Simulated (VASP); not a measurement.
```yaml
crystal:
  lattice:
    - [0.00000, 4.36229, 4.24719]
    - [2.49737, 0.00000, 4.24719]
    - [2.49737, 4.36229, 0.00000]
  atoms:
    - { symbol: Ti, position: [0.00000, 0.00000, 0.00000] }
    - { symbol: Ti, position: [0.25000, 0.25000, 0.25000] }
    - { symbol: Ge, position: [0.66866, 0.66866, 0.33134] }
    - { symbol: Ge, position: [0.33134, 0.33134, 0.66866] }
    - { symbol: Ge, position: [0.58134, 0.58134, 0.91866] }
    - { symbol: Ge, position: [0.91866, 0.91866, 0.58134] }
```

The numbers are results of PBEsol GGA, VASP's PBE PAW potentials (set 64) (plane waves; VASP), not measurements. Settings: 400 eV cut-off, 9×9×9 Γ-centred mesh, tetrahedra with Blöchl corrections, potentials Ti_sv Ge_d.

The cores are frozen, which limits the accuracy of field gradients.

Problem. Give the principal components of the electric field gradient (V/Å²) and the asymmetry η at each nucleus.

Solution. 
```
atom   Vxx   Vyy    Vzz     η
----  ----  ----  -----  ----
Ti1    7.4   6.0  -13.4  0.10
Ti2    7.4   6.0  -13.4  0.10
Ge3   68.3  23.9  -92.2  0.48
Ge4   68.3  23.9  -92.2  0.48
Ge5   68.3  23.9  -92.2  0.48
Ge6   68.3  23.9  -92.2  0.48
```

The structure comes from a measured TiGe2 entry (Fddd) of the Crystallography Open Database, whose conditions weren't checked. It was relaxed first.
